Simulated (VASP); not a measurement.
Here is the system:

```
CELL_PARAMETERS angstrom
      0.00000     2.97000     2.97000
      2.97000     0.00000     2.97000
      2.97000     2.97000     0.00000
ATOMIC_POSITIONS crystal
  Pt 0.00000 0.00000 0.00000
  Sb 0.50000 0.50000 0.50000
```

Level of theory: r2SCAN meta-GGA, VASP's PBE PAW potentials (set 64) (plane waves; VASP 6.6.1). Settings: 400 eV cut-off, 10×10×10 Γ-centred mesh, first-order Methfessel-Paxton smearing of 0.10 eV, potentials Pt Sb.

Energy and stress use the plane-wave basis of the starting cell.

Q: The ions, cell shape and volume are relaxed. Predict the relaxed structure.

A: 
```
CELL_PARAMETERS angstrom
      0.00000     2.75207     2.75207
      2.75207     0.00000     2.75207
      2.75207     2.75207     0.00000
ATOMIC_POSITIONS crystal
  Pt 0.00000 0.00000 0.00000
  Sb 0.50000 0.50000 0.50000
```
Space group Fm-3m (225), at a tolerance of 0.03 Å.

Q: How do energy and volume change from the first to the last step?

A: The energy (σ→0) changes by -366.3 meV/atom and the volume by -20.4 %, in 7 ionic steps.

| step | E(σ→0) (eV) | max force (eV/Å) | pressure (GPa) | volume (Å³) |
|---|---|---|---|---|
| 1 | -77.1049 | 0.000 | -17.29 | 52.40 |
| 2 | -76.8560 | 0.000 | 48.96 | 33.75 |
| 3 | -77.8357 | 0.000 | -1.29 | 42.10 |
| 4 | -77.8372 | 0.000 | -0.40 | 41.82 |
| 5 | -77.8373 | 0.000 | 0.24 | 41.62 |
| 6 | -77.8373 | 0.000 | -0.31 | 41.79 |
| 7 | -77.8374 | 0.000 | 0.02 | 41.69 |

The structure was generated: PtSb was put into the rock salt type (Fm-3m), which need not be its known phase. This run relaxes it. Symmetry was kept, so distortions that lower it aren't found. The electron count is odd and the run is not spin-polarised, which forces a metal.
